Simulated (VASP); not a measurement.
All values below come from PBEsol GGA, VASP's PBE PAW potentials (set 64) (plane waves; VASP).

Input for VASP

INCAR:
```
SYSTEM = CdGeAs2
PREC = Accurate
ENCUT = 500
EDIFF = 1E-6
NELM = 100
ALGO = Normal
LREAL = .FALSE.
LASPH = .TRUE.
ISMEAR = 0
SIGMA = 0.05
GGA = PS
LMAXMIX = 4
LWAVE = .FALSE.
LCHARG = .FALSE.
IBRION = 2
ISIF = 3
NSW = 40
EDIFFG = -0.02
PSTRESS = 100
```

**KPOINTS**
```
kpoints
0
Gamma
 6 6 6
0 0 0
```

### POSCAR
```
CdGeAs2
1.0
 -2.8602915244   2.8602915244   5.4122286874
  2.8602915244  -2.8602915244   5.4122286874
  2.8602915244   2.8602915244  -5.4122286874
Cd Ge As
2 2 4
Cart
  2.8602915244  -2.8602915244   5.4122286874
  0.0000000000   2.8602915244   2.7061143437
  0.0000000000   0.0000000000   5.4122286874
  2.8602915244   0.0000000000   2.7061143437
  1.2887306467   1.4301457622   6.7652858592
  1.4301457622  -1.2887306467   4.0591715156
  1.5715608777   1.4301457622   1.3530571719
  1.4301457622   4.1490221711  -1.3530571718
```

POTCAR, in this order: Cd Ge_d As (PBE.64 set). Program: vasp_std.

The run wrote:

File OSZICAR:
```
       N       E                     dE             d eps       ncg     rms          rms(c)
DAV:   1     0.708136519879E+03    0.70814E+03   -0.33282E+04  3324   0.283E+03
DAV:   2     0.810273974126E+02   -0.62711E+03   -0.61025E+03  2580   0.847E+02
DAV:   3    -0.268459303152E+02   -0.10787E+03   -0.10599E+03  2863   0.191E+02
DAV:   4    -0.335440946553E+02   -0.66982E+01   -0.66667E+01  3136   0.541E+01
DAV:   5    -0.336811821976E+02   -0.13709E+00   -0.13696E+00  2989   0.812E+00    0.116E+01
DAV:   6    -0.326179741880E+02    0.10632E+01   -0.23651E+00  2975   0.142E+01    0.865E+00
DAV:   7    -0.324863121594E+02    0.13166E+00   -0.11358E+00  3018   0.464E+00    0.333E+00
DAV:   8    -0.324762329052E+02    0.10079E-01   -0.16112E-01  2914   0.353E+00    0.716E-01
DAV:   9    -0.324744560707E+02    0.17768E-02   -0.20933E-02  3066   0.153E+00    0.167E-01
DAV:  10    -0.324742147571E+02    0.24131E-03   -0.21808E-03  3030   0.341E-01    0.506E-02
DAV:  11    -0.324742830598E+02   -0.68303E-04   -0.80200E-04  2954   0.188E-01    0.544E-02
DAV:  12    -0.324742575920E+02    0.25468E-04   -0.21765E-04  2593   0.122E-01    0.153E-02
DAV:  13    -0.324742606477E+02   -0.30557E-05   -0.15132E-05  2784   0.250E-02    0.734E-03
DAV:  14    -0.324742603012E+02    0.34651E-06   -0.14458E-06  1782   0.966E-03
   1 F= -.21419581E+02 E0= -.21419581E+02  d E =-.214196E+02
       N       E                     dE             d eps       ncg     rms          rms(c)
DAV:   1    -0.324804721337E+02   -0.62115E-02   -0.33908E-02  3052   0.120E+00    0.192E-01
DAV:   2    -0.324799655300E+02    0.50660E-03   -0.11251E-03  3309   0.353E-01    0.110E-01
DAV:   3    -0.324797128093E+02    0.25272E-03   -0.23702E-04  3665   0.150E-01    0.356E-02
DAV:   4    -0.324796986714E+02    0.14138E-04   -0.67181E-05  3495   0.734E-02    0.110E-02
DAV:   5    -0.324796992119E+02   -0.54049E-06   -0.10287E-05  2690   0.300E-02    0.517E-03
DAV:   6    -0.324796990148E+02    0.19710E-06   -0.60659E-07  1470   0.790E-03
   2 F= -.21419964E+02 E0= -.21419964E+02  d E =-.383383E-03
```

File OUTCAR:
```
------------------------ aborting loop because EDIFF is reached ----------------------------------------
  FORCE on cell =-STRESS in cart. coord.  units (eV):
  Direction    XX          YY          ZZ          XY          YZ          ZX
  --------------------------------------------------------------------------------------
  Total       11.1425946     11.1425946     10.9044979      0.0000000      0.0000000      0.0000000
  in kB      100.7492041    100.7492041     98.5963792      0.0000000      0.0000000      0.0000000
  external PRESSURE =       0.0315958 kB  Pullay stress =     100.0000000 kB
  volume of cell :      177.20
      direct lattice vectors                 reciprocal lattice vectors
    -2.862505261  2.862505261  5.406331959     0.000000000  0.174672168  0.092484147
     2.862505261 -2.862505261  5.406331959     0.174672168  0.000000000  0.092484147
     2.862505261  2.862505261 -5.406331959     0.174672168  0.174672168  0.000000000
 POSITION                                       TOTAL-FORCE (eV/Angst)
 -----------------------------------------------------------------------------------
      0.00000      0.00000     -0.00000         0.000000     -0.000000      0.000000
     -0.00000      2.86251      2.70317        -0.000000      0.000000      0.000000
      0.00000      0.00000      5.40633         0.000000      0.000000     -0.000000
      2.86251     -0.00000      2.70317        -0.000000      0.000000      0.000000
      1.29057      1.43125      6.75791         0.004113     -0.000000      0.000000
      1.43125     -1.29057      4.05475         0.000000     -0.004113     -0.000000
      1.57193      1.43125      1.35158        -0.004113      0.000000     -0.000000
      1.43125      4.15308     -1.35158        -0.000000      0.004113      0.000000
 -----------------------------------------------------------------------------------
    total drift:                               -0.000000     -0.000000     -0.000002
  FREE ENERGIE OF THE ION-ELECTRON SYSTEM (eV)
  ---------------------------------------------------
  free  energy   TOTEN  =       -32.4796990148 eV

  energy  without entropy=      -32.4796990143  energy(sigma->0) =      -32.47969901
  enthalpy is  TOTEN    =       -21.4199644302 eV   P V=       11.0597345847

 reached required accuracy - stopping structural energy minimisation
```
(Selected blocks of OUTCAR.)

CONTCAR:
```
CdGeAs2
   1.00000000000000
    -2.8625052610681103    2.8625052610681103    5.4063319593888490
     2.8625052610681103   -2.8625052610681103    5.4063319593888490
     2.8625052610681103    2.8625052610681103   -5.4063319593888490
  Cd              Ge              As
     2     2     4
Direct
     0.0000000000000000    0.0000000000000000    0.0000000000000000
     0.7500000000000000    0.2500000000000000    0.5000000000000000
     0.5000000000000000    0.5000000000000000    0.0000000000000000
     0.2500000000000000    0.7500000000000000    0.5000000000000000
     0.8750000000000000    0.8504268539105160    0.4754268539105159
     0.1495731460894841    0.6250000000000000    0.0245731460894841
     0.3750000000000000    0.3995731460894841    0.5245731460894840
     0.6004268539105160    0.1250000000000000    0.9754268539105160
```

The compound is CdGeAs2 in the chalcopyrite structure. This run relaxes it under an external pressure of 10 GPa. Symmetry was kept, so distortions that lower it aren't found.
